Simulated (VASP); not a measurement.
AlB2Sb3:

```
CELL_PARAMETERS angstrom
5.41867 0.00000 0.00000
-2.70934 4.69271 0.00000
0.00000 0.00000 5.20557
ATOMIC_POSITIONS crystal
Al 0.00000 0.00000 0.00000
B 0.33333 0.66667 0.00193
B 0.66667 0.33333 0.99807
Sb 0.50000 0.00000 0.50000
Sb 0.00000 0.50000 0.50000
Sb 0.50000 0.50000 0.50000
```

The cell was built by a generator and needn't be a form met in nature.

```yaml
Program: VASP 6.6.1
Task: relaxation of cell and atoms
Functional: PBE
Potentials_or_basis: VASP PAW PBE potentials, release 64 (Al, B, Sb)
Cutoff: 520 eV
k_mesh: 4 × 4 × 4
Occupations: gaussian, width 0.15 eV
Spin: no spin polarisation
```

At the start: pressure 7.7 GPa; volume 22.06 Å³/atom.

Question: Where does the relaxation end?

Answer: Over 12 steps the energy falls by 873.1 meV/atom and the volume is 20.55 Å³/atom (-6.9 %); space group P6/mmm (No. 191, to 0.05 Å).

The path:
```tsv
step	energy change (eV)	largest force (eV/Å)	pressure (GPa)	volume (Å³)
1	0.0000	0.0068	7.68	132.37
2	-2.0771	0.0083	-3.17	152.24
3	-2.3958	0.0093	-5.57	159.99
4	-2.4650	0.0068	-8.70	174.75
5	-2.5130	0.0079	-6.92	165.09
6	-4.2623	0.0119	-6.57	145.75
7	-4.9961	0.0526	2.08	122.55
8	-5.1482	0.0392	-3.56	131.61
9	-5.1964	0.0447	-2.33	129.16
10	-5.1808	0.0506	-0.92	126.57
11	-5.2029	0.0470	-1.94	128.36
12	-5.2384	0.0293	0.17	123.27
```

Final structure:
```
Al B Sb
1.0
     6.54353    0.00000    0.00000
    -3.27177    5.66686    0.00000
     0.00000    0.00000    3.32441
Al B Sb
1 2 3
Direct
  0.00000 0.00000 0.00000
  0.33333 0.66667 0.00136
  0.66667 0.33333 0.99864
  0.50000 0.00000 0.50000
  0.00000 0.50000 0.50000
  0.50000 0.50000 0.50000
```
